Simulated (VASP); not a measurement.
An input for Quantum ESPRESSO's pw.x (written as the equivalent of a VASP run, and not itself run):

```
&CONTROL
  calculation = 'vc-relax'
  pseudo_dir = './pseudo'
  outdir = './out'
  tprnfor = .true.
  tstress = .true.
  nstep = 60
  forc_conv_thr = 0.00078
/
&SYSTEM
  ibrav = 0
  nat = 4
  ntyp = 3
  ecutwfc = 98
  occupations = 'smearing'
  smearing = 'gaussian'
  degauss = 0.003675
  input_dft = 'pbe'
  nspin = 2
  starting_magnetization(1) = 0.2
  starting_magnetization(2) = -0.2
/
&ELECTRONS
  conv_thr = 7.3e-08
  electron_maxstep = 100
/
&IONS
/
&CELL
/
ATOMIC_SPECIES
  Ni1 58.693 Ni.upf
  Ni2 58.693 Ni.upf
  O 15.999 O.upf
CELL_PARAMETERS angstrom
     4.1800000    2.0900000    2.0900000
     2.0900000    4.1800000    2.0900000
     2.0900000    2.0900000    4.1800000
ATOMIC_POSITIONS crystal
  Ni1  0.0000000  0.0000000  0.0000000
  Ni2  0.5000000  0.5000000  0.5000000
  O    0.2500000  0.2500000  0.2500000
  O    0.7500000  0.7500000  0.7500000
K_POINTS automatic
  8 8 8 0 0 0
HUBBARD {ortho-atomic}
U Ni1-3d 6.2
U Ni2-3d 6.2
```

Write the VASP files for the same calculation (PBE+U).

Several could match; the one computed here: 
**INCAR**
```
ISMEAR  =  0
LDAUJ  =  0 0
NSW  =  60
LORBIT  =  10
SYSTEM  =  NiO
NELM  =  100
LDAUPRINT  =  1
LASPH  =  .True.
PREC  =  Accurate
LDAUTYPE  =  2   # Dudarev
EDIFFG  =  -0.02
ISPIN  =  2   # spin-polarised
LMAXMIX  =  4
EDIFF  =  1E-6
LCHARG  =  .False.
ENCUT  =  520
SIGMA  =  0.05
LDAU  =  .True.
LREAL  =  .False.   # projection in real space or not
MAGMOM  =  2.0 -2.0 2*0.0
LWAVE  =  .False.
LDAUU  =  6.2 0
ISIF  =  3   # ions, shape and volume
IBRION  =  2
ALGO  =  Normal
GGA  =  PE   # PBE
LDAUL  =  2 -1
```

File KPOINTS:
```
K-points
0
gamma
  8 8 8
0 0 0
```

**POSCAR**
```
NiO
1.0
  4.1800000000   2.0900000000   2.0900000000
  2.0900000000   4.1800000000   2.0900000000
  2.0900000000   2.0900000000   4.1800000000
Ni O
2 2
Cartesian
  0.0000000000   0.0000000000   0.0000000000
  4.1800000000   4.1800000000   4.1800000000
  2.0900000000   2.0900000000   2.0900000000
  6.2700000000   6.2700000000   6.2700000000
```

POTCAR, in this order: Ni O (PBE.64 set). Program: vasp_std.

The two are equivalent in intent, not identical: the potentials are each code's own (VASP's PAW set, PseudoDojo norm-conserving files in pw.x), so ENCUT and ecutwfc are chosen apart and not converted; conv_thr bounds pw.x's estimated SCF error, while EDIFF bounds the energy change between steps; starting_magnetization is a fraction of the valence charge and MAGMOM a moment in μB, so they match only roughly; the +U projectors differ (PAW spheres against orthogonalised atomic orbitals), so the same U acts differently; forc_conv_thr acts on force components and is met together with etot_conv_thr.

The compound is NiO in the rock salt, AFM-II order structure. This run relaxes it. Symmetry was kept, so distortions that lower it aren't found. The start is the result of an earlier pass.
